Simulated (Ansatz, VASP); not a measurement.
# NaOs in two plane-wave programs

Wanted: the spread between two codes on one cell, functional and k mesh. The cell is invented: As first built, before any earlier steps moved the atoms (in the runner's words): it takes the NaPt structure with some of its atoms replaced by other elements, volume scaled by an estimate. It may not be a known or stable phase. The cell is taken from a series of VASP runs on this material, whose earlier steps may have relaxed, scaled or displaced it; both programs get it as it stands.

Calculated with Ansatz 0.2.0; plane waves, with VASP 6.6.1 beside it; relaxation of cell and atoms at PBE.

**1. Starting point**

It takes space group Amm2 (No. 38, orthorhombic). The conventional cell has a = 5.234 Å, b = 2.697 Å, c = 4.667 Å, α = 90.00°, β = 90.00°, γ = 90.00°. Os has 6 Os at 2.70 Å nearest. Nearest to Na lie 6 Na at 2.70 Å. As first built, before any earlier steps moved the atoms (in the runner's words): sites of the NaPt structure (space group 187) filled with other elements, volume scaled by an estimate. Farther neighbours are not listed.

Coordinates:

```xyz
2
Lattice="5.2344 0.0000 0.0000 0.0000 1.3486 2.3337 0.0000 -1.3486 2.3337" Properties=species:S:1:pos:R:3 pbc="T T T"
Os    2.6172    0.0000    1.5450
Na    0.0000    0.0000    3.1206
```

**2. VASP: relaxation of cell and atoms, PBE**

The relaxed volume is the usual yardstick between codes: its relative difference is about their pressure difference at one cell divided by the bulk modulus.

Lines of VASP's logs that name or quote its potential files are left out, and so is its time.

The input, INCAR:

```
SYSTEM = NaOs
PREC = Accurate
ENCUT = 400
EDIFF = 1E-06
NELM = 100
ISMEAR = 1
SIGMA = 0.2
LREAL = .FALSE.
ALGO = Normal
GGA = PE
NBANDS = 13
LORBIT = 11
LWAVE = .FALSE.
LCHARG = .FALSE.
IBRION = 2
NSW = 60
ISIF = 3
EDIFFG = -0.01
```

The input, POSCAR:

```
NaOs
1.0
    5.2344393500      0.0000000000      0.0000000000
    0.0000000000      1.3485587300      2.3336837300
    0.0000000000     -1.3485587300      2.3336837300
Os Na
1 1
Direct
    0.5000000000      0.3310243720      0.3310243720
    0.0000000000      0.6686081690      0.6686081690
```

The input, KPOINTS:

```
Automatic mesh
0
Gamma
5 11 11
0 0 0
```

PAW data sets: Os and Na_pv (PBE family, release 64).

Command:

```sh
$ mpirun -np 1 vasp_std
```

Numbers of over 12 decimals in the logs are rounded to 6 here.

The log of the run:

```text
[banner, memory and clock lines left out]
running    1 mpi-ranks, on    1 nodes
 distrk:  each k-point on    1 cores,    1 groups
 distr:  one band on    1 cores,    1 groups

 POSCAR found type information on POSCAR OsNa
 POSCAR found :  2 types and       2 ions
 LDA part: xc-table for (Slater+PW92), standard interpolation
 POSCAR, INCAR and KPOINTS ok, starting setup
 FFT: planning ... GRIDC
 FFT: planning ... GRID_SOFT
 FFT: planning ... GRID
 WAVECAR not read
 entering main loop
       N       E                     dE             d eps       ncg     rms          rms(c)
DAV:   1     0.865669527941E+02    0.86567E+02   -0.66290E+03  2843   0.108E+03
DAV:   2    -0.655005662942E+01   -0.93117E+02   -0.83892E+02  2858   0.319E+02
DAV:   3    -0.118108003991E+02   -0.52607E+01   -0.49500E+01  3588   0.753E+01
DAV:   4    -0.118901997693E+02   -0.79399E-01   -0.79193E-01  3153   0.873E+00
DAV:   5    -0.118909694758E+02   -0.76971E-03   -0.76965E-03  3578   0.906E-01    0.103E+01
DAV:   6    -0.112899695047E+02    0.60100E+00   -0.80339E-01  3447   0.712E+00    0.367E+00
DAV:   7    -0.111675258563E+02    0.12244E+00   -0.10965E-01  3288   0.313E+00    0.129E+00
DAV:   8    -0.111416309032E+02    0.25895E-01   -0.25535E-02  3485   0.153E+00    0.168E-01
DAV:   9    -0.111417104524E+02   -0.79549E-04   -0.12760E-03  3338   0.471E-01    0.549E-02
DAV:  10    -0.111417279347E+02   -0.17482E-04   -0.62654E-05  3473   0.882E-02    0.154E-02
DAV:  11    -0.111417271070E+02    0.82767E-06   -0.71537E-06  3403   0.454E-02
   1 F= -.11141727E+02 E0= -.11142369E+02  d E =-.111417E+02
 curvature:   0.00 expect dE= 0.000E+00 dE for cont linesearch  0.000E+00
 trial: gam= 0.00000 g(F)=  0.907E-05 g(S)=  0.322E-04 ort = 0.000E+00 (trialstep = 0.100E+01)
 search vector abs. value=  0.413E-04
 bond charge predicted
       N       E                     dE             d eps       ncg     rms          rms(c)
DAV:   1    -0.111418588167E+02   -0.13088E-03   -0.54021E-03  3113   0.672E-01    0.526E-02
DAV:   2    -0.111417671019E+02    0.91715E-04   -0.12358E-04  3433   0.143E-01    0.311E-02
DAV:   3    -0.111417526930E+02    0.14409E-04   -0.17695E-05  3398   0.432E-02    0.164E-02
DAV:   4    -0.111417485365E+02    0.41565E-05   -0.46051E-06  3430   0.220E-02    0.274E-03
DAV:   5    -0.111417484362E+02    0.10027E-06   -0.30711E-07  1669   0.673E-03
   2 F= -.11141748E+02 E0= -.11142392E+02  d E =-.213293E-04
 trial-energy change:   -0.000021  1 .order   -0.000020   -0.000041    0.000001
 step:   0.9809(harm=  0.9809)  dis= 0.00046  next Energy=   -11.141747 (dE=-0.203E-04)
 reached required accuracy - stopping structural energy minimisation
```

Parts of OUTCAR (step 2):

```text
ion  position               nearest neighbor table
   1  0.500  0.331  0.331-   2 3.04   2 3.04   2 3.04   2 3.04   2 3.05   2 3.05
   2  0.000  0.669  0.669-   1 3.04   1 3.04   1 3.04   1 3.04   1 3.05   1 3.05

  LATTYP: Found a base centered orthorhombic cell.
 ALAT       =     2.6971174600
 B/A-ratio  =     1.7305021117
 C/A-ratio  =     1.9407532032

 Subroutine GETGRP returns: Found  4 space group operations
 (whereof  4 operations were pure point group operations)

The static configuration has the point symmetry C_2v.

 Found    108 irreducible k-points:

   k-points           NKPTS =    108   k-points in BZ     NKDIM =    108   number of bands    NBANDS=     13

   dimension x,y,z NGX =    36 NGY =   18 NGZ =   18
   dimension x,y,z NGXF=    72 NGYF=   36 NGZF=   36

   ENCUT  =  400.0 eV  29.40 Ry    5.42 a.u.   8.54  4.40  4.40*2*pi/ulx,y,z

   NELECT =      15.0000    total number of electrons

 k-points in reciprocal lattice and weights: Automatic mesh
   0.00000000  0.00000000  0.00000000       0.002
   0.20000000  0.00000000  0.00000000       0.003
   0.40000000  0.00000000  0.00000000       0.003
   0.00000000  0.09090909 -0.00000000       0.007
   0.20000000  0.09090909 -0.00000000       0.013
   0.40000000  0.09090909 -0.00000000       0.013
   0.00000000  0.18181818 -0.00000000       0.007
   0.20000000  0.18181818 -0.00000000       0.013
   0.40000000  0.18181818 -0.00000000       0.013
[...]
0.20000000 -0.45454545  0.45454545       0.007
   0.40000000 -0.45454545  0.45454545       0.007

 average (electrostatic) potential at core
       1 -47.0356       2 -45.3731

 E-fermi :   5.0517

 k-point     1 :       0.0000    0.0000    0.0000
  band No.  band energies     occupation
    ...
      4      -2.8602      2.00000
      5       0.8393      2.00000
      6       3.2331      2.00000
      7       3.2555      2.00000
      8       4.6383      2.01280
      9       6.3165     -0.00000
     10       6.3237     -0.00000
     11       8.3073     -0.00000
     12      20.0075      0.00000
     13      21.0571      0.00000

 k-point     2 :       0.2000    0.0000    0.0000
  band No.  band energies     occupation
    ...
      4      -2.7633      2.00000
      5       0.9656      2.00000
      6       3.2328      2.00000
      7       3.2552      2.00000
      8       3.7468      2.00000
      9       6.3150     -0.00000
     10       6.3219     -0.00000
     11       9.4153      0.00000
     12      18.6276      0.00000
     13      21.1303      0.00000

 k-point     3 :       0.4000    0.0000    0.0000
  band No.  band energies     occupation
    ...
      4      -2.5961      2.00000
      5       1.4002      2.00000
      6       2.4422      2.00000
      7       3.2322      2.00000
      8       3.2545      2.00000
      9       6.3125     -0.00000
     10       6.3190     -0.00000
     11      11.0893      0.00000
     12      16.8099      0.00000
     13      21.2127      0.00000

  Total       -0.0098212      0.0009720      0.0034055      0.0000000      0.0000000      0.0000000
  in kB       -0.4773837      0.0472460      0.1655337      0.0000000      0.0000000      0.0000000
  external PRESSURE =      -0.0882013 kB  Pullay stress =       0.0000000 kB

  energy-cutoff  :      400.00
  volume of cell :       32.96
      direct lattice vectors                 reciprocal lattice vectors
     5.238808362  0.000000000  0.000000000     0.190883104  0.000000000  0.000000000
     0.000000000  1.348392793  2.333086207     0.000000000  0.370811831  0.214308412
     0.000000000 -1.348392793  2.333086207     0.000000000 -0.370811831  0.214308412

 POSITION                                       TOTAL-FORCE (eV/Angst)
 -----------------------------------------------------------------------------------
      2.61940      0.00000      1.54508         0.000000      0.000000      0.008965
      0.00000      0.00000      3.11937         0.000000      0.000000     -0.008965
 -----------------------------------------------------------------------------------
    total drift:                                0.000000      0.000000     -0.000524

  FREE ENERGIE OF THE ION-ELECTRON SYSTEM (eV)
  ---------------------------------------------------
  free  energy   TOTEN  =       -11.1417484362 eV

  energy  without entropy=      -11.1436804721  energy(sigma->0) =      -11.14239245

 reached required accuracy - stopping structural energy minimisation

 total charge
# of ion       s       p       d       tot
------------------------------------------
    1        0.695   0.557   5.877   7.129
    2        0.121   6.018   0.000   6.139
--------------------------------------------------
tot          0.816   6.575   5.877  13.268

[... 3 further parts left out ...]
```

CONTCAR:

```
NaOs
   1.00000000000000
     5.2388083619586654    0.0000000000000000    0.0000000000000000
     0.0000000000000000    1.3483927933505291    2.3330862072917173
     0.0000000000000000   -1.3483927933505291    2.3330862072917173
  Os              Na
     1     1
Direct
     0.5000000000000000    0.3311245757404530    0.3311245757404530
     0.0000000000000000    0.6685079652595509    0.6685079652595509
```

The run keeps the 4 symmetry operations of its start, so it cannot find a distortion of lower symmetry.

**3. Ansatz: relaxation of cell and atoms, PBE**

Ansatz runs on its default PAW (the set named soft_2) files.

The same cell, functional, mesh and smearing now go to Ansatz, which takes its cutoff from its data sets.

The input, input.yaml:

```yaml
crystal:
  lattice:
    - [5.23443935, 0.0, 0.0]
    - [0.0, 1.34855873, 2.33368373]
    - [0.0, -1.34855873, 2.33368373]
  atoms:
    - { symbol: Os, position: [0.5, 0.331024372, 0.331024372] }
    - { symbol: Na, position: [0.0, 0.668608169, 0.668608169] }
hamiltonian:
  xc: pbe
  pseudopotentials: { kind: paw }
kpoints:
  mp_grid: { grid: [5, 11, 11] }
scf:
  occupations: { method: methfessel_paxton, width: 0.2 }
relax:
  f_tol: 0.01
  max_steps: 60
  cell: { stress_tol: 0.05 }
output:
  forces: true
  stress: true
  write_density: true
  write_potential: true
  elf: true
  volumetric_format: npy
```

Command:

```sh
$ ansatz run input.yaml --threads 4 --pin off --max-ram 9216MiB --backend cpu --events-out ev --progress --plain --runs-dir out
```

The log of the run:

```text
Engine: ansatz 0.2.0, aarch64-unknown-linux-gnu
Pseudopotentials: kind: paw
Pseudopotential: Os, paw, valence charge 16, recommended cutoff 420 eV (normal), Os.paw.azcp
Pseudopotential: Na, paw, valence charge 9, recommended cutoff 420 eV (normal), Na.paw.azcp
Functional definition: PBE
  parameter kappa = 0.804
  parameter beta = 0.066725
  exchange = pbe_x(kappa = kappa, mu = beta*pi^2/3)
  correlation = pbe_c(beta = beta)
Crystal: 2 atoms, lattice volume = 32.947 Å³
Basis set: ecut = 420 eV, 659 PW (Γ), exchange–correlation on 72×40×40 points (8 copies of the dense FFT grid, shifted against one another)
Bands: 17, of which v1, the nominal top of the filled ones, is band 13 counted from 1 (12 counted from 0)
Symmetry: 4 space group operations
Space group: Amm2 (ITA 38), of the structure as read, at distance tolerance 3.2e-5 Å
k-points: 108 of 605 (time reversal used)
Non-local potential: Os, projectors of the file, l = 0: 3, l = 1: 2, l = 2: 2, l = 3: 1
Non-local potential: Na, projectors of the file, l = 0: 3, l = 1: 2, l = 2: 1
PAW form: soft (Blöchl's): semilocal exchange-correlation on the pseudo side does not see the compensation charge
PAW one-centre angular grid: Os, 590 points (default); XC on 64 Gauss nodes
PAW one-centre angular grid: Na, 110 points (default); XC on 64 Gauss nodes
Initial density: superposition of atomic densities (neutral atoms: chi_scale 0, normalization atom), corrected by the library's trained network
Initial wavefunctions: pseudopotential atomic-orbital guess
Functional: x = pbe(κ = 0.804, μ = 0.219515), c = pbe(β = 0.066725)
SCF iter   1: F=—  HF=-12869.529608 eV  |F-HF|=—  |Δ(HF+E_count)|=         —  Δρ=6.78e-3  dr2=7.15e-3  ethr=1.77e-3  ⟨swp⟩=4.1  Hψ=7554  notcnv=0
preconditioner: auto → none  [metal: Δε(μ)=0.000 eV  Ē_g=16.533 eV  σ=0.200 eV  W_gap=0.00  n_scr=4 (ndim 8)  ℏωp=25.1 eV  f_vac=0.000  D(μ)=1.23/eV (n_scr^D=4)  sad-step TF]
SCF iter   2: F=—  HF=-12869.529473 eV  |F-HF|=—  |Δ(HF+E_count)|=   1.34e-4  S|Δr|=    0.00e0  Δρ=3.72e-3  dr2=2.58e-3  ethr=2.86e-5  ⟨swp⟩=1.7  Hψ=2932  notcnv=0
SCF iter   3: F=—  HF=-12869.529170 eV  |F-HF|=—  |Δ(HF+E_count)|=   3.04e-4  S|Δr|=    0.00e0  Δρ=2.84e-4  dr2=2.47e-5  ethr=1.03e-5  ⟨swp⟩=2.0  Hψ=2122  notcnv=0
SCF iter   4: F=—  HF=-12869.529184 eV  |F-HF|=—  |Δ(HF+E_count)|=   1.42e-5  S|Δr|=    0.00e0  Δρ=8.67e-5  dr2=1.14e-6  ethr=9.89e-8  ⟨swp⟩=2.2  Hψ=2658  notcnv=0
SCF iter   5: F=-12869.529184 eV  HF=-12869.529184 eV  |F-HF|=1.49e-9  |Δ(HF+E_count)|=   1.86e-7  S|Δr|=    0.00e0  Δρ=1.50e-5  dr2=5.68e-8  ethr=4.00e-10  ⟨swp⟩=8.0  Hψ=12370  notcnv=0
SCF 1 converged in 5 iterations: F = -12869.529184 eV  dr2 = 5.68e-8
  Residual-converged pass: ⟨swp⟩=1.0  Hψ=2269  notcnv=0  max |occ|·‖R‖ = 7.0e-9 eV (tolerance 1.0e-8 eV)  dr2=5.68e-8  dr2_onsite=3.53e-9  max |Δocc| = 2.2e-10
  greatest PAW one-centre occupation: 1.000 electrons in one spin orbital (limit 2), on the Os atom at site 0 (counted from 0), in its partial waves of l = 0
relax step   1: F+E_penalty+E_count = -12869.52918402 eV  Δ(F+E_penalty+E_count) = +0.000e0 eV  max|allowed force component| = 9.348e-3 eV/Å  Δτ_max = 0.0000 Å  P = +0.478 GPa  Ω = 32.947 Å³  (5 SCF iters, dr2 threshold 1.00e-7 eV, accepted)
[...]
relax step   2: F+E_penalty+E_count = -12869.52910454 eV  Δ(F+E_penalty+E_count) = +7.949e-5 eV  max|allowed force component| = 1.975e-3 eV/Å  Δτ_max = 0.0109 Å  P = -0.452 GPa  Ω = 33.228 Å³  energy of the carried Pulay correction = -6.071e-5 eV  (4 SCF iters, dr2 threshold 2.00e-7 eV, rejected (line search))
[...]
relax step   3: F+E_penalty+E_count = -12869.52945328 eV  Δ(F+E_penalty+E_count) = -2.693e-4 eV  max|allowed force component| = 1.498e-3 eV/Å  Δτ_max = 0.0080 Å  P = -0.031 GPa  Ω = 33.088 Å³  energy of the carried Pulay correction = -3.118e-5 eV  (6 SCF iters, accepted)
[...]
relax step   4: F+E_penalty+E_count = -12869.52945825 eV  Δ(F+E_penalty+E_count) = -4.968e-6 eV  max|allowed force component| = 5.876e-4 eV/Å  Δτ_max = 0.0011 Å  P = -0.010 GPa  Ω = 33.083 Å³  energy of the carried Pulay correction = -3.011e-5 eV  (3 SCF iters, dr2 threshold 9.96e-9 eV, accepted)
[...]
relax step   5: F+E_penalty+E_count = -12869.52948743 eV  Δ(F+E_penalty+E_count) = -2.918e-5 eV  max|allowed force component| = 5.692e-4 eV/Å  Δτ_max = 0.0000 Å  P = -0.011 GPa  Ω = 33.083 Å³  stress off target by 2.13e-2 GPa  SCF on the basis re-selected at this cell (its energy is not comparable with the rows above)  (4 SCF iters)
basis re-selected at this cell: Δ(F+E_penalty+E_count) = -2.918e-5 eV, ΔP = -0.001 GPa vs the last step (what re-selecting the basis moved, of the pressure what is left beyond the Pulay correction that the steps carried, after the strain that the cell walked since its last selection, with what the two solves' SCF thresholds leave and, on support functions, any second-order correction that the steps lacked; it is no m [...]
SCF converged after 4 iterations
Stability not checked: this state was not tested for a lower state beside it, because cold or Methfessel-Paxton smearing, or corrected tetrahedra, fill the levels in a way that the test cannot read (fill_not_monotonic; see scf.lower_state_search)
Free energy (F): -12869.529487 eV
Harris-Foulkes:  -12869.529487 eV  (|F-HF|=7.28e-12)
Internal energy: -12869.531547 eV  (E = F + TS)
E sigma→0 (E₀):  -12869.530002 eV
Entropy (-TS):   0.002059 eV (1.030 meV/atom)
Fermi energy:    13.637775 eV
--- Per-component energies (eV) ---
  E_band       = -380.689451
  E_kinetic    = 680.666524
  E_local      = -2412.369704  (includes V_loc(G=0)·N_el)
  E_nonlocal   = 114.078132
  E_hartree    = 909.032848
  E_xc         = -304.720616
  E_vxc        = -332.806803  (∫ρ·V_xc dr)
  E_paw        = -9274.413189  (= ΣΔE_a)
  E_vpaw       = -248.323295  (= ΣTr[D̂ρ^β])
  E_aug_tail   = -0.000124  (compensation charges beyond the density's cutoff)
  E_ewald      = -2581.805417
  E_smearing   = 0.002059  (= −TS)
  E_closure    = 0.000000  (closes the sum)
  Σ components = -12869.529487   (vs F -12869.529487, Δ=0.00e0)
--- Forces (eV/Å), atoms counted from 1 ---
  atom   1  Os     0.00000000     0.00000000     0.00056964
  atom   2  Na     0.00000000     0.00000000    -0.00056882
  max |Σ_I F_I| component: 8.28e-7 eV/Å
--- Stress (GPa, compression-positive) ---
       -0.016687       0.000000       0.000000
        0.000000      -0.021286       0.000000
        0.000000       0.000000       0.003572
  P = ⅓ Tr σ = -0.0115 GPa (-0.115 kbar)
--- Band table (eV; the first three rows and the last of 108) ---
  k-point 0: bands = [... 9 lower, 9.4112, 11.8255, 11.8297, 13.1796, 14.9141, 14.9153, 16.8652, 28.2306]
  k-point 1: bands = [... 9 lower, 9.6133, 11.5817, 12.1245, 12.6376, 14.8247, 15.4293, 17.0205, 28.6226]
  k-point 2: bands = [... 9 lower, 10.1006, 11.1883, 11.7109, 12.9766, 14.5904, 16.3355, 17.4681, 26.6365]
  k-point 107: bands = [... 9 lower, 9.8007, 12.6468, 13.4534, 14.3638, 16.8950, 17.8532, 20.2208, 21.0467]
--- Relaxed structure (4 steps of the walk, 3 accepted, 1 SCFs on fresh bases) ---
  F+E_penalty+E_count = -12869.52948743 eV   max|allowed force component| = 5.692e-4 eV/Å   (the final SCF, on the basis selected at the relaxed cell)
  cell:  # Å, volume = 33.0833 Å³
    - [5.247205, 0.0, 0.0]
    - [0.0, 1.349231, 2.336492]
    - [0.0, -1.349231, 2.336492]
  atoms:
    - { symbol: Os, position: [0.5, 0.332992, 0.332992] }
    - { symbol: Na, position: [0.0, 0.666641, 0.666641] }
```

Elapsed: 7 s, on 4 threads of Arm Neoverse V1, shared host; peak memory 0.4 GiB.

**4. Comparison**

Known differences besides the potentials themselves: both relaxations stop at a tolerance, which leaves soft axes loose, and VASP keeps its plane-wave basis; the data sets hold 25 valence electrons in Ansatz (default PAW (the set named soft_2) files) and 15 in VASP; the cutoff is 420 eV in Ansatz and 400 eV in VASP; VASP leaves aspherical gradient terms in its spheres out (LASPH is not set), Ansatz keeps them; Ansatz adds a Pulay correction to the stress that steers its cell, VASP none. Total energies have different zeros and are not compared.

Compared:

| quantity | Ansatz | VASP | difference |
| --- | --- | --- | --- |
| volume (Å³) | 33.08 | 32.96 | +0.37 % |
| edge a after relaxation, in the typed setting (Å) | 5.247 | 5.239 | +0.16 % |
| edge b after relaxation, in the typed setting (Å) | 2.698 | 2.695 | +0.13 % |

The walks stopped with -0.01 GPa left in Ansatz and -0.01 GPa in VASP; each walk ends within a tolerance, so the volume difference is uncertain by about these residues over the bulk modulus, most in soft cells. Found at a tolerance of 0.01 Å, the end structures differ in symmetry: P-6m2 in Ansatz, Amm2 in VASP; the atoms lie within 0.05 Å of each other, which can come from where the walks stopped or from unlike electronic states.

**5. Summary of results**

* difference in volume (relaxation of cell and atoms, PBE): 0.37 %

The difference in volume is 0.37 % (relaxation of cell and atoms, PBE), within the 1.2 % picked in this series as the mark of a large difference, as far as the stopping tolerances let one tell. Such differences can come from data sets, numerical settings and the points named under the comparisons, not from the functional's error against experiment.

[Lines on the potential files, build, host, timing and source positions are cut from VASP's logs without a mark.]

[Logs are printed without paths, hosts, clocks, repeated set-up lines and the standing remarks that a program may print on its own settings, such as how far it seeks lower states.]

[Hosts, paths, dates, database ids (printed as entryN), source tags and the programs' standing remarks are cut or masked in the printed files.]
